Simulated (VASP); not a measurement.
An input for Ansatz (written as the equivalent of a VASP run, and not itself run):

Ansatz 0.2 input:
```yaml
crystal:
  lattice:
    - [0.0000000, 2.7342071, 2.7342071]
    - [2.7342071, 0.0000000, 2.7342071]
    - [2.7342071, 2.7342071, 0.0000000]
  atoms:
    - { symbol: Si, position: [0.0000000, 0.0000000, 0.0000000] }
    - { symbol: Si, position: [0.2500000, 0.2500000, 0.2500000] }
kpoints:
  mp_grid: { grid: [8, 8, 8] }
hamiltonian:
  xc: pbe
  pseudopotentials: { kind: paw }
scf:
  occupations: { method: gaussian, width: 0.05 }
  max_iter: 100
relax:
  max_steps: 40
  f_tol: 0.02
  cell: { p_target: 5 }
output: { forces: true, stress: true, eigenvalues: true }
```

**Question.** Translate this input to VASP (INCAR, KPOINTS, POSCAR, choice of POTCAR).

**Answer.** Several could match; the one computed here: 
KPOINTS:
```
Automatic mesh
0
Gamma
8 8 8
0 0 0
```

INCAR:
```
# general
SYSTEM  = Si
PREC    = Accurate
ENCUT   = 500
LREAL   = F
LASPH   = T

# electronic loop
EDIFF   = 1E-6
NELM    = 100
ALGO    = Normal

# smearing
ISMEAR  = 0
SIGMA   = 0.05

# functional
GGA     = PE

# ions
IBRION  = 2
NSW     = 40
ISIF    = 3
EDIFFG  = -0.02
PSTRESS = 50

# output
LWAVE   = F
LCHARG  = F
```

POSCAR:
```
Si
1
    0.0000000000     2.7342071091     2.7342071091
    2.7342071091     0.0000000000     2.7342071091
    2.7342071091     2.7342071091     0.0000000000
Si
2
Direct
  0.0000000000   0.0000000000   0.0000000000
  0.2500000000   0.2500000000   0.2500000000
```

POTCAR, in this order: Si (PBE.64 set). Program: vasp_std.

What does not carry over: each code has its own PAW files, so the cut-off isn't converted (ENCUT is set for VASP's; basis.ecutwfc is left out, and Ansatz then takes the one that its files recommend); Ansatz stops its SCF on the density residual and VASP on the energy change (EDIFF).

The compound is Si in the diamond structure. This run relaxes it under an external pressure of 5 GPa. Symmetry was kept, so distortions that lower it aren't found.
